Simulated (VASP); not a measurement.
Here is the system:

```
Ag2S
1.0
    3.96282     0.00000    -0.08104
    0.00000     6.30607     0.00000
   -3.90040     0.00000     4.50429
Ag S
4 2
Direct
  0.71828   0.61147   0.45144
  0.71828   0.38853   0.95144
  0.37991   0.04503   0.28555
  0.37991   0.95497   0.78555
  0.02679   0.26662   0.45052
  0.02679   0.73338   0.95052
```

All values below come from LDA (Ceperley-Alder, Perdew-Zunger), VASP's LDA PAW potentials (set 64) (plane waves; VASP 6.6.1). Settings: 400 eV cut-off, Gaussian smearing of 0.050 eV, potentials Ag S.

**Question.** Give the energies of bands 19 to 32 at the high-symmetry points, in eV from the valence-band maximum.

**Answer.** 
| band | Γ | Z | D | B | A | E | C2 | Y2 |
|---|---|---|---|---|---|---|---|---|
| 19 | -3.84 | -3.82 | -3.88 | -3.84 | -3.70 | -3.75 | -3.82 | -3.94 |
| 20 | -3.63 | -3.64 | -3.88 | -3.84 | -3.70 | -3.75 | -3.72 | -3.78 |
| 21 | -3.58 | -3.42 | -3.70 | -3.70 | -3.56 | -3.44 | -3.65 | -3.67 |
| 22 | -3.17 | -3.19 | -3.70 | -3.70 | -3.56 | -3.44 | -3.42 | -3.35 |
| 23 | -3.17 | -2.85 | -3.37 | -3.52 | -3.00 | -3.37 | -3.12 | -3.14 |
| 24 | -2.33 | -2.26 | -3.37 | -3.52 | -3.00 | -3.37 | -2.78 | -2.62 |
| 25 | -1.78 | -1.92 | -1.26 | -2.05 | -1.79 | -1.16 | -2.72 | -2.32 |
| 26 | -0.80 | -1.50 | -1.26 | -2.05 | -1.79 | -1.16 | -2.45 | -1.73 |
| 27 | -0.78 | -0.71 | -0.78 | -0.82 | -1.05 | -0.80 | -2.06 | -1.59 |
| 28 | -0.32 | -0.35 | -0.78 | -0.82 | -1.05 | -0.80 | -1.56 | -1.44 |
| 29 | 0.14 | 1.03 | 1.36 | 2.62 | 2.35 | 1.15 | 2.54 | 1.03 |
| 30 | 0.70 | 1.67 | 1.36 | 2.62 | 2.35 | 1.15 | 2.94 | 1.18 |
| 31 | 3.39 | 3.44 | 4.40 | 3.96 | 3.53 | 4.35 | 3.99 | 2.00 |
| 32 | 5.51 | 3.48 | 4.40 | 3.96 | 3.53 | 4.35 | 4.18 | 2.30 |

The gap is indirect, 0.11 eV, from the valence maximum at B-Γ at 0.75 to the conduction minimum at Γ-Z at 0.25.

The structure comes from a computed database's Ag2S entry (Pc); how it stands against other phases isn't given here. It was relaxed first, which changed the volume by -9 %.
